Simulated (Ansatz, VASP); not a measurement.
One calculation of TaSeF, two programs

Contents of INCAR:

```
SYSTEM = TaSeF
PREC = Accurate ; ENCUT = 520
EDIFF = 1E-6 ; ISMEAR = -1
SIGMA = 0.05 ; LREAL = .FALSE.
LASPH = .TRUE. ; NELM = 100
ALGO = Normal ; ISIF = 2
LWAVE = .FALSE. ; LCHARG = .FALSE.
LMAXMIX = 4 ; GGA = PE
```

KPOINTS

```
Automatic mesh
0
G
  5 5 5
  0 0 0
```

Contents of POSCAR:

```
TaSeF
1.0
    3.6698000000      0.0000000000      0.0000000000
    0.0000000000      3.6698000000      0.0000000000
    0.0000000000      0.0000000000      4.1453100000
Ta Se F
1 1 1
Direct
    0.0000000000      0.0000000000      0.5000000000
    0.5000000000      0.5000000000      0.5000000000
    0.0000000000      0.0000000000      0.0000000000
```

The input KPOINTS_OPT:

```
path GXMGZRAZ,XR,MA
15
line-mode
reciprocal
 0.0000000000  0.0000000000  0.0000000000  G
 0.0000000000  0.5000000000  0.0000000000  X

 0.0000000000  0.5000000000  0.0000000000  X
 0.5000000000  0.5000000000  0.0000000000  M

 0.5000000000  0.5000000000  0.0000000000  M
 0.0000000000  0.0000000000  0.0000000000  G

 0.0000000000  0.0000000000  0.0000000000  G
 0.0000000000  0.0000000000  0.5000000000  Z

 0.0000000000  0.0000000000  0.5000000000  Z
 0.0000000000  0.5000000000  0.5000000000  R

 0.0000000000  0.5000000000  0.5000000000  R
 0.5000000000  0.5000000000  0.5000000000  A

 0.5000000000  0.5000000000  0.5000000000  A
 0.0000000000  0.0000000000  0.5000000000  Z

 0.0000000000  0.5000000000  0.0000000000  X
 0.0000000000  0.5000000000  0.5000000000  R

 0.5000000000  0.5000000000  0.0000000000  M
 0.5000000000  0.5000000000  0.5000000000  A
```

Contents of input.yaml:

```yaml
crystal:
  lattice:
    - [3.6698, 0.0, 0.0]
    - [0.0, 3.6698, 0.0]
    - [0.0, 0.0, 4.14531]
  atoms:
    - { symbol: Ta, position: [0.0, 0.0, 0.5] }
    - { symbol: Se, position: [0.5, 0.5, 0.5] }
    - { symbol: F, position: [0.0, 0.0, 0.0] }
hamiltonian:
  xc: pbe
  pseudopotentials: { kind: paw }
kpoints:
  mp_grid: { grid: [5, 5, 5] }
  band_path:
    path:
      - [[0.0, 0.0, 0.0], [0.0, 0.5, 0.0], [0.5, 0.5, 0.0], [0.0, 0.0, 0.0], [0.0, 0.0, 0.5], [0.0, 0.5, 0.5], [0.5, 0.5, 0.5], [0.0, 0.0, 0.5]]
      - [[0.0, 0.5, 0.0], [0.0, 0.5, 0.5]]
      - [[0.5, 0.5, 0.0], [0.5, 0.5, 0.5]]
    npoints: 14
scf:
  occupations: { method: fermi_dirac, width: 0.05 }
  n_extra_bands: 7
output:
  forces: true
  stress: true
  eigenvalues: true
  fatbands: false
```

The cell was built by a generator and needn't be a form met in nature.

Alike in both runs: task band structure; functional PBE; k mesh 5 × 5 × 5; occupations fermi-dirac, width 0.05 eV; no spin polarisation.

|  | VASP | Ansatz |
| --- | --- | --- |
| version | VASP 6.6.1 | Ansatz 0.2.0 |
| potentials or method | VASP PAW PBE potentials, release 64 (Ta_pv, Se, F) | Ansatz PAW |
| plane-wave cutoff (eV) | 520 | 420 |
| valence electrons in the cell | 24 | 36 |

Ansatz gave:

| Item | Value |
| --- | --- |
| gap on the k mesh at the Fermi level (eV) | none |
| pressure (GPa) | -0.2 |
| largest component of the traceless stress (GPa) | 0.88 |

Q: Estimate VASP's values.

A: gap on the k mesh at the Fermi level (eV): none; pressure (GPa): 0.0; largest component of the traceless stress (GPa): 0.96.

A gap of «none» marks a metal or a gap that the smearing closes. The two sets of potentials don't hold the same shells in valence.

Caveats: spin-orbit coupling is left out, which moves the levels of the heavy elements.
